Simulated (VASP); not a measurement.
Energy against volume of Zn (hcp). Level of theory: PBEsol GGA, VASP's PBE PAW potentials (set 64) (plane waves; VASP). Settings: 520 eV cut-off, 16×16×8 Γ-centred mesh, first-order Methfessel-Paxton smearing of 0.10 eV, potentials Zn.

Shape and ions are relaxed at each volume.

```
V (Å³/atom)  E (eV/atom)
-----------  -----------
13.664          -1.58552
14.087          -1.59179
14.510          -1.59052
14.932          -1.58290
```

### Question
Fit these four points and predict the energy of the run at 13.242 Å³/atom.

### Answer
A cubic in V^(−2/3), the third-order Birch-Murnaghan form, passes through the four points with V0 = 14.22 Å³/atom and B0 = 91 GPa, and gives -1.5704 eV/atom there. The run gave -1.5706 eV/atom, -0.2 meV/atom from the fit; all five points give B0 = 91 GPa.

The compound is Zn in the hcp structure. It was relaxed first, which changed the volume by -6 %.
